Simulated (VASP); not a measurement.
# MnHg (Pm-3m) in VASP: notebook

Runs on MnHg. Level: r2SCAN. Tasks: single point.

All numbers are computed with VASP 6.6.1; they aren't measurements. Logs are shortened: lines on timing, memory, paths and dates and some standing lists are left out, and cuts for length are marked.

### 1 The crystal as given

Symmetry: Pm-3m, No. 221, cubic system. Conventional cell: a = 3.315 Å, b = 3.315 Å, c = 3.315 Å, α = 90.00°, β = 90.00°, γ = 90.00°. Hg (site symmetry m-3m) has 8 Mn at 2.87 Å as nearest neighbours. Around Mn (site symmetry m-3m) lie 8 Hg at 2.87 Å.

### 2 Single point, r2SCAN, collinear spin, ferromagnetic start

Input file INCAR:

```
PREC = Accurate
ENCUT = 400
EDIFF = 1E-6
ISMEAR = 1
SIGMA = 0.1
LREAL = False
LASPH = True
NELM = 100
ALGO = Normal
ISIF = 2
LWAVE = False
LCHARG = False
ISPIN = 2
MAGMOM = 0 4
LORBIT = 11
LMAXMIX = 4
METAGGA = R2SCAN
LMIXTAU = True
NBANDS = 24
ADDGRID = False
```

Input file KPOINTS:

```
regular mesh
0
Gamma
  7 7 7
```

Input file POSCAR:

```
MnHg
1.0
    3.3150000000      0.0000000000      0.0000000000
    0.0000000000      3.3150000000      0.0000000000
    0.0000000000      0.0000000000      3.3150000000
Hg Mn
1 1
Direct
   -0.0058010000      0.0109980000     -0.0122330000
    0.5154140000      0.4990250000      0.4770600000
```

Potentials or basis: VASP PAW PBE potentials, release 64 (Hg, Mn_pv).

Started as:

```console
cat potpaw_PBE.64/Hg/POTCAR potpaw_PBE.64/Mn_pv/POTCAR > POTCAR
mpirun -np 1 vasp_std > vasp.out
```

OUTCAR:

```text
PREC = Accurate
   ENCUT = 400
   EDIFF = 1E-6
   ISMEAR = 1
   LREAL = False
   LASPH = True
   NELM = 100
   ISIF = 2
   ISPIN = 2
   LORBIT = 11
   METAGGA = R2SCAN

 Found    172 irreducible k-points:

 Following reciprocal coordinates:
            Coordinates               Weight
  0.000000  0.000000  0.000000      1.000000
  0.142857  0.000000  0.000000      2.000000
  0.000000  0.142857  0.000000      2.000000
  0.000000  0.000000  0.142857      2.000000
  0.285714  0.000000  0.000000      2.000000
  0.000000  0.285714  0.000000      2.000000
   k-points           NKPTS =    172   k-points in BZ     NKDIM =    172   number of bands    NBANDS=     24
   number of dos      NEDOS =    301   number of ions     NIONS =      2
   total plane-waves  NPLWV =  13824
   dimension x,y,z NGX =    24 NGY =   24 NGZ =   24
   dimension x,y,z NGXF=    48 NGYF=   48 NGZF=   48
   ions per type =               1   1
   NGX,Y,Z   is equivalent  to a cutoff of  12.04, 12.04, 12.04 a.u.
   NGXF,Y,Z  is equivalent  to a cutoff of  24.07, 24.07, 24.07 a.u.
 SYSTEM =  unknown system
   PREC   = accura    normal or accurate (medium, high low for compatibility)
   ISTART =      0    job   : 0-new  1-cont  2-samecut
   ICHARG =      2    charge: 1-file 2-atom 10-const
   ISPIN  =      2    spin polarized calculation?
   LNONCOLLINEAR =      F non collinear calculations
   LSORBIT =      F    spin-orbit coupling
   LASPH  =      T    aspherical Exc in radial PAW
   ENCUT  =  400.0 eV  29.40 Ry    5.42 a.u.   5.41  5.41  5.41*2*pi/ulx,y,z
   NELM   =    100;   NELMIN=  2; NELMDL= -5     # of ELM steps
   EDIFF  = 0.1E-05   stopping-criterion for ELM
   LREAL  =      F    real-space projection
   EDIFFG = 0.1E-04   stopping-criterion for IOM
   NSW    =      0    number of steps for IOM
   IBRION =     -1    ionic relax: 0-MD 1-quasi-New 2-CG
   NFREE  =      0    steps in history (QN), initial steepest desc. (CG)
   ISIF   =      2    stress and relaxation
   ISYM   =      2    0-nonsym 1-usesym 2-fastsym
   POTIM  = 0.5000    time-step for ionic-motion
   TEBEG  =    0.0;   TEEND  =   0.0 temperature during run
   PSTRESS=    0.0 pullay stress
   NELECT =      25.0000    total number of electrons
   NUPDOWN=      -1.0000    fix difference up-down
   EMIN   =  10.00;   EMAX   =-10.00  energy-range for DOS
   EFERMI =   0.00;   METHOD = LEGACY
   ISMEAR =     1;   SIGMA  =   0.10  broadening in eV -4-tet -1-fermi 0-gaus
   EFERMI_NEDOS =   21; number of points for ismear=-14 and -15
   IALGO  =     38    algorithm
   IMIX   =      4    mixing-type and parameters
     AMIX     =   0.40;   BMIX     =  1.00
     AMIX_MAG =   1.60;   BMIX_MAG =  1.00
  volume/ion in A,a.u.               =      18.21       122.92
  Fermi-wavevector in a.u.,A,eV,Ry     =   1.444014  2.728790 28.370534  2.085175
  Thomas-Fermi vector in A             =   2.562356
   LORBIT       =     11    0 simple, 1 ext, 2 COOP (PROOUT), +10 PAW based schemes
   METAGGA = R2SCAN    functional components
   LHFCALC =     F    Hartree Fock is set to
   AEXX    =    0.0000 exact exchange contribution
   IVDW    =     0    specifies the selected vdW correction
   LEPSILON=     F    determine dielectric tensor
   LRPA    =     F    only Hartree local field effects (RPA)
 spin polarized calculation
 Methfessel and Paxton  Order N= 1 SIGMA  =   0.10
  energy-cutoff  :      400.00
  volume of cell :       36.43
 maximum number of plane-waves:       691
 NGX is ok and might be reduce to    24
   NGX = 11   NGY = 11   NGZ = 11

 number of electron      24.9999988 magnetization       3.9544226

 Free energy of the ion-electron system (eV)
  ---------------------------------------------------
  ext. energy  EPLUGINS =         0.00000000
  ---------------------------------------------------
  free energy    TOTEN  =       -64.02180929 eV

  energy without entropy =      -64.02192456  energy(sigma->0) =      -64.02184771

 E-fermi :   5.6420     XC(G=0): -12.6439

 val. band max:        5.5780792187   @ k =   0.2857   0.4286   0.0000
 cond. band min:       5.6817276285   @ k =  -0.2857  -0.2857   0.4286
 fundamental gap:      0.1036484098
 Fermi energy:         5.6419666851

 spin component 1

 k-point     1 :       0.0000    0.0000    0.0000
  band No.  band energies     occupation
      1     -47.2654      1.00000
      2     -47.2650      1.00000
      3     -47.2650      1.00000
      4      -4.5251      1.00000
      5      -3.1745      1.00000
      6      -3.1707      1.00000
[... 16 lines left out ...]
     23      23.3461      0.00000
     24      27.1631      0.00000

 k-point     2 :       0.1429    0.0000    0.0000
  band No.  band energies     occupation
      1     -47.2682      1.00000
      2     -47.2644      1.00000
      3     -47.2644      1.00000
      4      -4.2025      1.00000
      5      -3.1183      1.00000
      6      -3.0101      1.00000
[... 16 lines left out ...]
     23      23.0522      0.00000
     24      24.1568      0.00000

 k-point     3 :       0.0000    0.1429    0.0000
  band No.  band energies     occupation
      1     -47.2678      1.00000
      2     -47.2648      1.00000
      3     -47.2644      1.00000
      4      -4.2018      1.00000
      5      -3.1160      1.00000
      6      -3.0128      1.00000
[... 16 lines left out ...]
     23      23.0531      0.00000
     24      24.1430      0.00000

 k-point     4 :       0.0000    0.0000    0.1429
  band No.  band energies     occupation
      1     -47.2678      1.00000
      2     -47.2648      1.00000
      3     -47.2644      1.00000
      4      -4.2018      1.00000
      5      -3.1158      1.00000
      6      -3.0131      1.00000
[... 16 lines left out ...]
     23      23.0529      0.00000
     24      24.1418      0.00000

 k-point     5 :       0.2857    0.0000    0.0000
  band No.  band energies     occupation
      1     -47.2749      1.00000
      2     -47.2642      1.00000
      3     -47.2641      1.00000
      4      -3.4793      1.00000
      5      -2.9859      1.00000
      6      -2.3859      1.00000
[... 16 lines left out ...]
     23      20.8983      0.00000
     24      23.1628      0.00000

 k-point     6 :       0.0000    0.2857    0.0000
  band No.  band energies     occupation
      1     -47.2745      1.00000
      2     -47.2645      1.00000
      3     -47.2642      1.00000
      4      -3.4768      1.00000
      5      -2.9844      1.00000
      6      -2.3897      1.00000
[... 16 lines left out ...]
     23      20.9393      0.00000
     24      23.1709      0.00000

 [... further k-points ...]

 spin component 2

 k-point     1 :       0.0000    0.0000    0.0000
  band No.  band energies     occupation
      1     -41.6739      1.00000
      2     -41.6733      1.00000
      3     -41.6728      1.00000
      4      -4.6174      1.00000
      5      -3.1877      1.00000
      6      -3.1849      1.00000
[... 16 lines left out ...]
     23      23.3488      0.00000
     24      28.7226      0.00000

 k-point     2 :       0.1429    0.0000    0.0000
  band No.  band energies     occupation
      1     -41.6772      1.00000
      2     -41.6730      1.00000
      3     -41.6723      1.00000
      4      -4.2979      1.00000
      5      -3.1463      1.00000
      6      -3.0220      1.00000
[... 16 lines left out ...]
     23      23.2731      0.00000
     24      25.2636      0.00000

 k-point     3 :       0.0000    0.1429    0.0000
  band No.  band energies     occupation
      1     -41.6774      1.00000
      2     -41.6727      1.00000
      3     -41.6725      1.00000
      4      -4.2972      1.00000
      5      -3.1445      1.00000
      6      -3.0243      1.00000
[... 16 lines left out ...]
     23      23.2753      0.00000
     24      25.2481      0.00000

 k-point     4 :       0.0000    0.0000    0.1429
  band No.  band energies     occupation
      1     -41.6773      1.00000
      2     -41.6731      1.00000
      3     -41.6722      1.00000
      4      -4.2971      1.00000
      5      -3.1443      1.00000
      6      -3.0245      1.00000
[... 16 lines left out ...]
     23      23.2758      0.00000
     24      25.2467      0.00000

 k-point     5 :       0.2857    0.0000    0.0000
  band No.  band energies     occupation
      1     -41.6864      1.00000
      2     -41.6726      1.00000
      3     -41.6719      1.00000
      4      -3.6191      1.00000
      5      -3.0510      1.00000
      6      -2.3411      1.00000
[... 16 lines left out ...]
     23      21.8586      0.00000
     24      24.1879      0.00000

 k-point     6 :       0.0000    0.2857    0.0000
  band No.  band energies     occupation
      1     -41.6865      1.00000
      2     -41.6722      1.00000
      3     -41.6721      1.00000
      4      -3.6166      1.00000
      5      -3.0497      1.00000
      6      -2.3448      1.00000
[... 16 lines left out ...]
     23      21.8838      0.00000
     24      24.1986      0.00000

 [... further k-points ...]
[... 5 lines left out ...]
  --------------------------------------------------------------------------------------
  -------------------------------------------------------------------------------------
  Total       -0.1398441     -0.0982799     -0.0951891     -0.0420385      0.0202337     -0.0419224
  in kB       -6.1504130     -4.3223968     -4.1864623     -1.8488738      0.8898894     -1.8437689
  external PRESSURE =      -4.8864240 kB  Pullay stress =       0.0000000 kB

 VOLUME and BASIS-vectors are now :
 -----------------------------------------------------------------------------
  energy-cutoff  :      400.00
  volume of cell :       36.43
      direct lattice vectors                 reciprocal lattice vectors
     3.315000000  0.000000000  0.000000000     0.301659125  0.000000000  0.000000000
     0.000000000  3.315000000  0.000000000     0.000000000  0.301659125  0.000000000
     0.000000000  0.000000000  3.315000000     0.000000000  0.000000000  0.301659125

 POSITION                                       TOTAL-FORCE (eV/Angst)
 -----------------------------------------------------------------------------------
      3.29577      0.03646      3.27445         0.226546     -0.137293     -0.125190
      1.70860      1.65427      1.58145        -0.226546      0.137293      0.125190
 -----------------------------------------------------------------------------------
    total drift:                                0.019392      0.003974      0.008160

  FREE ENERGIE OF THE ION-ELECTRON SYSTEM (eV)
  ---------------------------------------------------
  free  energy   TOTEN  =       -64.0218092882 eV

  energy  without entropy=      -64.0219245552  energy(sigma->0) =      -64.02184771

 total charge

# of ion       s       p       d       tot
------------------------------------------
    1        0.826   0.554   9.239  10.618
    2        0.264   6.179   4.943  11.385
--------------------------------------------------
tot          1.090   6.732  14.182  22.003

 magnetization (x)

# of ion       s       p       d       tot
------------------------------------------
    1       -0.056  -0.110   0.047  -0.119
    2        0.023   0.012   3.993   4.028
--------------------------------------------------
tot         -0.033  -0.098   4.040   3.909
```

Wall time 6.1 min (1 thread of Intel Xeon Platinum 8488C (Sapphire Rapids), shared host); peak memory 0.28 GiB.

The run converged, but some of its settings lie outside the range that counts as converged, so its numbers aren't taken as properties of the crystal.

Results:

```
Free energy                                           : -64.0218 eV
Pressure                                              : -0.5 GPa
Largest force                                         : 0.293 eV/Å
Band gap on the k mesh                                : none (metal or under the smearing width)
Net moment                                            : 3.95 μB per cell
Site moments                                          : Hg -0.12; Mn +4.03 μB
Valence electrons inside the program's atomic spheres : Hg 10.62; Mn 11.38
```

Caveat: the PAW data sets were made with another functional, which shifts forces and pressure a little.

(Continued in part 2 of 2.)
